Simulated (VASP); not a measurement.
BN, 4 atoms in the cell. Symmetry: P6_3mc, No. 186, hexagonal system. The conventional cell has a = 2.540 Å, b = 2.540 Å, c = 4.200 Å, α = 90.00°, β = 90.00°, γ = 120.00°. Around B (site symmetry 3m) lie 4 N at 1.55 to 1.58 Å. Around N (site symmetry 3m) lie 4 B at 1.55 to 1.58 Å. The cell was built by a generator and needn't be a form met in nature.

* Program: VASP 6.6.1
* Task: relaxation of cell and atoms
* Functional: r2SCAN
* Potentials or basis: VASP PAW PBE potentials, release 64 (B, N)
* Cutoff: 600 eV
* k mesh: 12 × 12 × 6
* Occupations: gaussian, width 0.02 eV
* Spin: no spin polarisation
* Further INCAR settings: ALGO = Normal; EDIFF = 1e-06; IBRION = 2; EDIFFG = -0.005; NSW = 40; ISIF = 3

Potentials or basis: VASP PAW PBE potentials, release 64 (B, N).

Command:

```bash
$ cat potpaw_PBE.64/B/POTCAR potpaw_PBE.64/N/POTCAR > POTCAR
$ mpirun -np 1 vasp_std > vasp.out
```

Hardware: 1 thread of AMD EPYC 7R13 Processor (Zen 3) (shared host).

Estimate the wall time of this run.

Wall time 4.7 min on 1 thread of AMD EPYC 7R13 Processor (Zen 3), with other jobs on the host, peak memory 0.12 GiB. Counts: scf iterations 36, k points 76, ion steps 3.
